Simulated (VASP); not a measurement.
Set up this calculation in VASP 6.6.1, as the native input.

```yaml
Task: relaxation of cell and atoms
Functional: PBE
Potentials_or_basis: VASP PAW PBE potentials, release 64 (Cs_sv, C)
Cutoff: 600 eV
k_mesh: 7 × 7 × 7
Occupations: gaussian, width 0.05 eV
Spin: no spin polarisation
Further_INCAR_settings: ALGO = Fast; EDIFF = 1e-06; IBRION = 2; EDIFFG = -0.02; NSW = 60; ISIF = 3
```

The structure of CsC lies in POSCAR:

```
CsC
1.0
    4.4611000000      0.0000000000      0.0000000000
   -2.2305500000      3.8634300000      0.0000000000
    0.0000000000      0.0000000000      3.6461700000
Cs C
1 1
Direct
    0.0000000000      0.0000000000      0.5000000000
    0.6666700000      0.3333300000      0.0000000000
```

The cell was built by a generator and needn't be a form met in nature.

The input as run:

INCAR

```
  PREC = Accurate
  ENCUT = 600
  EDIFF = 1E-6
  ISMEAR = 0
  SIGMA = 0.05
  LREAL = False
  LASPH = True
  NELM = 60
  ALGO = Fast
  ISIF = 3
  LWAVE = False
  LCHARG = False
  GGA = PE
  IBRION = 2
  NSW = 60
  EDIFFG = -0.02
```

KPOINTS

```
regular mesh
0
Gamma
  7 7 7
```

Potentials or basis: VASP PAW PBE potentials, release 64 (Cs_sv, C).

Launch:

```bash
$ cat potpaw_PBE.64/Cs_sv/POTCAR potpaw_PBE.64/C/POTCAR > POTCAR
$ mpirun -np 1 vasp_std > vasp.out
```

It gave:

- Relaxed volume: 31.51 Å³/atom
- Relaxed cell: a = 4.464 Å, b = 4.464 Å, c = 3.652 Å, α = 90.00°, β = 90.00°, γ = 120.00°
- Space group after relaxing (to 0.05 Å): P-6m2 (No. 187)
- Energy gained by relaxing: 0.0 meV/atom
- Ionic steps: 2
- Pressure after relaxing: 0.1 GPa
- Band gap on the k mesh: none (metal or under the smearing width)

Wall time 43 s on 1 thread of Intel(R) Xeon(R) 6975P-C (Granite Rapids) (shared host), peak memory 0.22 GiB.
